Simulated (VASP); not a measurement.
All values below come from LDA (Ceperley-Alder, Perdew-Zunger), VASP's LDA PAW potentials (set 64) (plane waves; VASP).

Input for VASP

File POSCAR:
```
SrCl2
1
    0.0000000000     3.5636390000     3.5636390000
    3.5636390000     0.0000000000     3.5636390000
    3.5636390000     3.5636390000     0.0000000000
Sr Cl
1 2
Direct
  0.0000000000   0.0000000000   0.0000000000
  0.2500000000   0.2500000000   0.2500000000
  0.7500000000   0.7500000000   0.7500000000
```

File KPOINTS:
```
Automatic mesh
0
gamma
  4 4 4
```

### INCAR
```
SYSTEM = SrCl2
PREC = Accurate; ENCUT = 300; LREAL = F
LASPH = T
EDIFF = 1E-6; NELM = 100; ALGO = Normal
LMAXMIX = 4
ISMEAR = -1; SIGMA = 0.02
ISIF = 2
LWAVE = F; LCHARG = F
```

POTCAR, in this order: Sr_sv Cl (LDA.64 set). Program: vasp_std.

**Question.** What will the output report for the number of irreducible k-points (NKPTS), largest plane-wave count, number of space-group operations, FFT grid (NGX, NGY, NGZ)?

**Answer.** 
The number of irreducible k-points (NKPTS) is 8 and the largest plane-wave count is 1090. The number of space-group operations is 48 and the FFT grid (NGX, NGY, NGZ) comes out as 28 × 28 × 28.

The structure is a typed SrCl2 crystal (Fm-3m). The cell was not relaxed at this level. The run is one of a series of settings (GGA removed, POTCAR Sr_sv Cl (LDA.64 set) against the base run), some of them coarse on purpose.
